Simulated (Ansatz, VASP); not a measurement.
# Cross-check of PtS2 between VASP and Ansatz, part 2 of 2

Aim: how closely do two programs agree when they are given the same cell, functional and k mesh? The cell is taken from a series of runs on this material, whose earlier steps may have relaxed, scaled, displaced or heated it; both programs get it as it stands.

VASP 6.6.1 and Ansatz 0.2.0.

So far: Starting point; Ansatz: zone-centre phonons, PBE with D3(BJ).

## Step 3: VASP: zone-centre phonons, PBE with D3(BJ)

Level of this step: PBE with D3(BJ); plane waves and PAW (S, Pt) (VASP).

The same cell, functional and mesh now go to VASP, with its own data sets.

Lines of VASP's logs that name or quote its potential files are left out, and so is its time.

INCAR

```
SYSTEM = PtS2
PREC = Accurate
ENCUT = 500
EDIFF = 1E-08
NELM = 120
ISMEAR = 0
SIGMA = 0.01
LREAL = .FALSE.
ALGO = Normal
GGA = PE
IVDW = 12
NBANDS = 17
LASPH = .TRUE.
LORBIT = 11
LWAVE = .FALSE.
LCHARG = .FALSE.
ISIF = 2
IBRION = 6
NFREE = 2
POTIM = 0.015
NSW = 1
GGA_COMPAT = .FALSE.
EFERMI = MIDGAP
KPAR = 2
```

POSCAR

```
PtS2
1.0
    3.5853020814      0.0000000000      0.0000000000
   -1.7926510407      3.1049626827      0.0000000000
    0.0000000000      0.0000000000      4.8444686748
S Pt
2 1
Direct
    0.3333333333      0.6666666667      0.2499808215
    0.6666666667      0.3333333333      0.7500191785
    0.0000000000      0.0000000000      0.0000000000
```

KPOINTS

```
Automatic mesh
0
Gamma
12 12 8
0 0 0
```

Potentials, in the order of the species: S and Pt (PBE family, release 64).

Started as:

```console
mpirun -np 2 vasp_std
```

Numbers of over 12 decimals in the logs are rounded to 6 here.

Log:

```text
[banner, memory and clock lines left out]
running    2 mpi-ranks, on    1 nodes
 distrk:  each k-point on    1 cores,    2 groups
 distr:  one band on    1 cores,    1 groups

 POSCAR found type information on POSCAR S Pt
 POSCAR found :  2 types and       3 ions
 LDA part: xc-table for (Slater+PW92), standard interpolation
 POSCAR, INCAR and KPOINTS ok, starting setup
 FFT: planning ... GRIDC
 FFT: planning ... GRID_SOFT
 FFT: planning ... GRID
 WAVECAR not read
 entering main loop
       N       E                     dE             d eps       ncg     rms          rms(c)
DAV:   1     0.109207772936E+03    0.10921E+03   -0.10340E+04  4558   0.112E+03
DAV:   2    -0.116571939295E+02   -0.12086E+03   -0.11724E+03  5540   0.224E+02
DAV:   3    -0.166385754731E+02   -0.49814E+01   -0.49501E+01  5704   0.472E+01
DAV:   4    -0.166888599068E+02   -0.50284E-01   -0.50260E-01  5968   0.522E+00
DAV:   5    -0.166896572571E+02   -0.79735E-03   -0.79728E-03  5821   0.634E-01    0.176E+01
DAV:   6    -0.156435583438E+02    0.10461E+01   -0.69547E+00  4516   0.258E+01    0.121E+01
DAV:   7    -0.153809095922E+02    0.26265E+00   -0.13090E+00  4534   0.117E+01    0.578E+00
DAV:   8    -0.153687080250E+02    0.12202E-01   -0.75852E-02  4977   0.187E+00    0.129E+00
DAV:   9    -0.153647716689E+02    0.39364E-02   -0.10952E-02  5504   0.110E+00    0.241E-01
DAV:  10    -0.153649480867E+02   -0.17642E-03   -0.15650E-03  5682   0.259E-01    0.979E-02
DAV:  11    -0.153650075131E+02   -0.59426E-04   -0.68017E-05  5516   0.687E-02    0.460E-02
DAV:  12    -0.153650089395E+02   -0.14264E-05   -0.11529E-05  5697   0.317E-02    0.937E-03
DAV:  13    -0.153650100739E+02   -0.11344E-05   -0.12500E-06  5353   0.830E-03    0.378E-03
DAV:  14    -0.153650101836E+02   -0.10969E-06   -0.19889E-07  5832   0.361E-03    0.672E-04
DAV:  15    -0.153650101519E+02    0.31634E-07   -0.79573E-09  4424   0.702E-04    0.365E-04
DAV:  16    -0.153650101368E+02    0.15153E-07   -0.40652E-09  3771   0.482E-04    0.984E-05
DAV:  17    -0.153650101402E+02   -0.33949E-08   -0.36694E-10  2496   0.154E-04
   1 F= -.16662102E+02 E0= -.16662102E+02  d E =-.105300-142
[... from here on, the cycles between the ionic steps are left out ...]
   2 F= -.16661090E+02 E0= -.16661090E+02  d E =-.552336-132
   3 F= -.16661090E+02 E0= -.16661090E+02  d E =-.530285-132
   4 F= -.16660274E+02 E0= -.16660274E+02  d E =-.150847-120
   5 F= -.16661497E+02 E0= -.16661497E+02  d E =-.117843-166
   6 F= -.16660303E+02 E0= -.16660303E+02  d E =-.387563-144
   7 F= -.16660303E+02 E0= -.16660303E+02  d E =-.388580-144
   8 F= -.16660073E+02 E0= -.16660073E+02  d E =-.202302-141
 Finite differences progress:
  Degree of freedom:   4/  4
  Displacement:        1/  2
  Total:               7/  8
 bond charge predicted
       N       E                     dE             d eps       ncg     rms          rms(c)
DAV:   1    -0.153572379585E+02    0.57429E-02   -0.48180E+00  4476   0.115E+01    0.554E-01
DAV:   2    -0.153637579165E+02   -0.65200E-02   -0.67981E-02  5508   0.185E+00    0.244E-01
DAV:   3    -0.153631399314E+02    0.61799E-03   -0.18551E-03  5601   0.288E-01    0.146E-01
DAV:   4    -0.153629715508E+02    0.16838E-03   -0.94910E-04  5259   0.170E-01    0.458E-02
DAV:   5    -0.153629833336E+02   -0.11783E-04   -0.47874E-05  5470   0.462E-02    0.175E-02
DAV:   6    -0.153629806101E+02    0.27236E-05   -0.14612E-05  5263   0.246E-02    0.728E-03
DAV:   7    -0.153629808283E+02   -0.21819E-06   -0.22788E-06  5875   0.104E-02    0.323E-03
DAV:   8    -0.153629808079E+02    0.20342E-07   -0.35565E-07  5024   0.364E-03    0.716E-04
DAV:   9    -0.153629808167E+02   -0.87521E-08   -0.15380E-08  4628   0.852E-04
   9 F= -.16660073E+02 E0= -.16660073E+02  d E =-.203393-141
 Finite differences progress:
  Degree of freedom:   4/  4
  Displacement:        2/  2
  Total:               8/  8
```

Parts of OUTCAR (step 3):

```text
ion  position               nearest neighbor table
   1  0.333  0.667  0.250-   3 2.40   3 2.40   3 2.40
   2  0.667  0.333  0.750-   3 2.40   3 2.40   3 2.40
   3  0.000  0.000  0.000-   1 2.40   2 2.40   1 2.40   2 2.40   2 2.40   1 2.40

  LATTYP: Found a hexagonal cell.
 ALAT       =     3.5853020814
 C/A-ratio  =     1.3512023715

 Subroutine GETGRP returns: Found 12 space group operations
 (whereof 12 operations were pure point group operations)

The static configuration has the point symmetry D_3d.

 Found    131 irreducible k-points:

   k-points           NKPTS =    131   k-points in BZ     NKDIM =    131   number of bands    NBANDS=     17

   dimension x,y,z NGX =    28 NGY =   28 NGZ =   36
   dimension x,y,z NGXF=    56 NGYF=   56 NGZF=   72

   ENCUT  =  500.0 eV  36.75 Ry    6.06 a.u.   6.54  6.54  8.83*2*pi/ulx,y,z

   NELECT =      22.0000    total number of electrons

 k-points in reciprocal lattice and weights: Automatic mesh
   0.00000000  0.00000000  0.00000000       0.001
   0.08333333  0.00000000  0.00000000       0.005
   0.16666667 -0.00000000  0.00000000       0.005
   0.25000000 -0.00000000  0.00000000       0.005
   0.33333333 -0.00000000  0.00000000       0.005
   0.41666667 -0.00000000  0.00000000       0.005
   0.50000000 -0.00000000  0.00000000       0.003
   0.08333333  0.08333333  0.00000000       0.005
   0.16666667  0.08333333  0.00000000       0.010
[...]
0.33333333  0.25000000  0.50000000       0.010
   0.33333333  0.33333333  0.50000000       0.002

 Edisp (eV)   -1.29709

 average (electrostatic) potential at core
       1 -85.1876       2 -85.2278       3 -68.0975

 E-fermi :   7.4175

 k-point     1 :       0.0000    0.0000    0.0000
  band No.  band energies     occupation
    ...
      7       3.2290      2.00000
      8       4.9655      2.00000
      9       5.8464      2.00000
     10       5.8464      2.00000
     11       7.2398      2.00000
     12       8.7824      0.00000
     13       8.7824      0.00000
     14      11.3307      0.00000
     15      12.3319      0.00000
     16      14.8789      0.00000
    ...

 k-point     2 :       0.0833    0.0000    0.0000
  band No.  band energies     occupation
    ...
      7       3.1599      2.00000
      8       4.7380      2.00000
      9       5.7506      2.00000
     10       5.8314      2.00000
     11       7.1080      2.00000
     12       8.6282      0.00000
     13       8.7708      0.00000
     14      11.8221      0.00000
     15      12.6821      0.00000
     16      14.6711      0.00000
    ...

 k-point     3 :       0.1667   -0.0000    0.0000
  band No.  band energies     occupation
    ...
      7       3.0101      2.00000
      8       4.2497      2.00000
      9       5.5727      2.00000
     10       5.7079      2.00000
     11       6.6355      2.00000
     12       8.5715      0.00000
     13       8.8164      0.00000
     14      12.5997      0.00000
     15      13.3634      0.00000
     16      14.6457      0.00000
    ...

 Edisp (eV)   -1.29709

  Total      -0.57538    -0.57538    -0.50155     0.00000     0.00000     0.00000
  in kB     -17.09360   -17.09360   -14.90047     0.00000     0.00000     0.00000
  external pressure =      -16.36 kB  Pullay stress =        0.00 kB

  energy-cutoff  :      500.00
  volume of cell :       53.93
      direct lattice vectors                 reciprocal lattice vectors
     3.585302081  0.000000000  0.000000000     0.278916526  0.161032531  0.000000000
    -1.792651041  3.104962683  0.000000000     0.000000000  0.322065062  0.000000000
     0.000000000  0.000000000  4.844468675     0.000000000  0.000000000  0.206420986

 POSITION                                       TOTAL-FORCE (eV/Angst)
 -----------------------------------------------------------------------------------
     -0.00000      2.06998      1.21102        -0.000000      0.000000     -0.174264
      1.79265      1.03499      3.63344         0.000000     -0.000000     -0.096241
      0.00000      0.00000     -0.01500         0.000000     -0.000000      0.270505
 -----------------------------------------------------------------------------------
    total drift:                                0.000000     -0.000000     -0.000084

  FREE ENERGIE OF THE ION-ELECTRON SYSTEM (eV)
  ---------------------------------------------------
  free  energy   TOTEN  =       -16.6600729283 eV

  energy  without entropy=      -16.6600729283  energy(sigma->0) =      -16.66007293

 Eigenvectors and eigenvalues of the dynamical matrix
 ----------------------------------------------------

   1 f  =    9.802629 THz    61.591733 2PiTHz  326.980499 cm-1    40.540397 meV
             X         Y         Z           dx          dy          dz
     -0.000000  2.069975  1.211024    -0.000000    0.000000    0.707107
      1.792651  1.034988  3.633444    -0.000000    0.000000   -0.707107
      0.000000  0.000000  0.000000     0.000000   -0.000000    0.000000

   2 f  =    9.555817 THz    60.040972 2PiTHz  318.747760 cm-1    39.519668 meV
             X         Y         Z           dx          dy          dz
     -0.000000  2.069975  1.211024     0.000000    0.000000    0.613416
      1.792651  1.034988  3.633444     0.000000    0.000000    0.613416
      0.000000  0.000000  0.000000     0.000000    0.000000   -0.497434

   3 f  =    8.998526 THz    56.539405 2PiTHz  300.158509 cm-1    37.214895 meV
             X         Y         Z           dx          dy          dz
     -0.000000  2.069975  1.211024    -0.613409   -0.000003   -0.000000
      1.792651  1.034988  3.633444    -0.613409   -0.000003    0.000000
      0.000000  0.000000  0.000000     0.497453    0.000003   -0.000000

   4 f  =    8.998526 THz    56.539405 2PiTHz  300.158509 cm-1    37.214895 meV
             X         Y         Z           dx          dy          dz
     -0.000000  2.069975  1.211024    -0.000003    0.613409   -0.000000
      1.792651  1.034988  3.633444    -0.000003    0.613409    0.000000
      0.000000  0.000000  0.000000     0.000003   -0.497453    0.000000

   5 f  =    8.731497 THz    54.861616 2PiTHz  291.251404 cm-1    36.110556 meV
             X         Y         Z           dx          dy          dz
     -0.000000  2.069975  1.211024     0.707107   -0.000006   -0.000000
      1.792651  1.034988  3.633444    -0.707107    0.000006    0.000000
      0.000000  0.000000  0.000000     0.000000    0.000000    0.000000

   6 f  =    8.731497 THz    54.861616 2PiTHz  291.251404 cm-1    36.110556 meV
             X         Y         Z           dx          dy          dz
     -0.000000  2.069975  1.211024    -0.000006   -0.707107   -0.000000
      1.792651  1.034988  3.633444     0.000006    0.707107    0.000000
      0.000000  0.000000  0.000000     0.000000   -0.000000    0.000000

   7 f/i=    0.000329 THz     0.002064 2PiTHz    0.010959 cm-1     0.001359 meV
             X         Y         Z           dx          dy          dz
     -0.000000  2.069975  1.211024     0.000000    0.000000    0.351739
      1.792651  1.034988  3.633444     0.000000    0.000000    0.351739
      0.000000  0.000000  0.000000     0.000000    0.000000    0.867502

   8 f/i=    0.000504 THz     0.003166 2PiTHz    0.016808 cm-1     0.002084 meV
             X         Y         Z           dx          dy          dz
     -0.000000  2.069975  1.211024    -0.351703   -0.005920    0.000000
      1.792651  1.034988  3.633444    -0.351703   -0.005920    0.000000
      0.000000  0.000000  0.000000    -0.867368   -0.014599    0.000000

   9 f/i=    0.000504 THz     0.003166 2PiTHz    0.016808 cm-1     0.002084 meV
             X         Y         Z           dx          dy          dz
     -0.000000  2.069975  1.211024     0.005920   -0.351703    0.000000
      1.792651  1.034988  3.633444     0.005920   -0.351703    0.000000
      0.000000  0.000000  0.000000     0.014599   -0.867368    0.000000

 ELASTIC MODULI CONTR FROM IONIC RELAXATION (kBar)
 Direction    XX          YY          ZZ          XY          YZ          ZX
 --------------------------------------------------------------------------------
 XX        -706.2475   -394.3091   -700.1852      0.0000    317.2248     -0.0000
 YY        -394.3091   -706.2475   -700.1852     -0.0000   -317.2248      0.0000
 ZZ        -700.1852   -700.1852   -890.9297     -0.0000     -0.0000      0.0000
 XY           0.0000     -0.0000     -0.0000   -155.9692     -0.0000    317.2256
 YZ         317.2248   -317.2248     -0.0000     -0.0000   -645.2017      0.0000
 ZX          -0.0000      0.0000      0.0000    317.2256      0.0000   -645.2049
 --------------------------------------------------------------------------------

 total charge
# of ion       s       p       d       tot
------------------------------------------
    1        1.365   2.263   0.000   3.629
    2        1.365   2.263   0.000   3.629
    3        0.690   0.766   7.971   9.428
--------------------------------------------------
tot          3.421   5.293   7.971  16.686

[... 3 further parts left out ...]
```

CONTCAR:

```
PtS2
   1.00000000000000
     3.5853020814000001    0.0000000000000000    0.0000000000000000
    -1.7926510407000000    3.1049626827000001    0.0000000000000000
     0.0000000000000000    0.0000000000000000    4.8444686747999999
  S               Pt
     2     1
Direct
     0.3333333332999970    0.6666666667000030    0.2499808215000030
     0.6666666667000030    0.3333333332999970    0.7500191784999970
     0.0000000000000000    0.0000000000000000   -0.0030963147884570
```

Levels, forces or a CONTCAR printed for this step are those of its last displaced cell, not of the structure at rest.

## Step 4: Comparison

Known differences besides the potentials themselves: fixed occupations in Ansatz, narrow Gaussian smearing in VASP; the data sets hold 30 valence electrons in Ansatz (on its PAW soft_1 files) and 22 in VASP; the cutoff is 420 eV in Ansatz and 500 eV in VASP; Ansatz takes the dispersion share of the force constants at frozen C6 weights, VASP differentiates the full forces; VASP uses finite displacements, Ansatz perturbation theory. Total energies have different zeros and are not compared.

The two programs side by side:

```csv
quantity,Ansatz,VASP,difference
optical mode 1 to 2 (cm⁻¹),292.4,291.3,+0.38 %
optical mode 3 to 4 (cm⁻¹),300.8,300.2,+0.20 %
optical mode 5 (cm⁻¹),318.7,318.7,-0.03 %
optical mode 6 (cm⁻¹),327.6,327.0,+0.20 %
```

Modes are paired by rising frequency, not by their patterns, so a pair may set unlike modes beside each other; they are those without the splitting of longitudinal modes.

## Step 5: Summary of results

```
r.m.s. difference of the optical zone-centre modes, each program's sorted by frequency (zone-centre phonons, PBE with D3(BJ)) : 0.77 cm⁻¹
```

What this shows: The r.m.s. difference of the optical zone-centre modes, each program's sorted by frequency is 0.77 cm⁻¹ (zone-centre phonons, PBE with D3(BJ)). The data sets hold unlike numbers of valence electrons (30 in Ansatz and 22 in VASP), so part of the differences comes from the potentials. How closely two codes agree says nothing of how well the functional describes the real material.

[Lines on the potential files, build, host, timing and source positions are cut from VASP's logs without a mark.]

[Logs are printed without paths, hosts, clocks, repeated set-up lines and the standing remarks that a program may print on its own settings, such as how far it seeks lower states.]

[Hosts, paths, dates, database ids (printed as entryN), source tags and the programs' standing remarks are cut or masked in the printed files.]
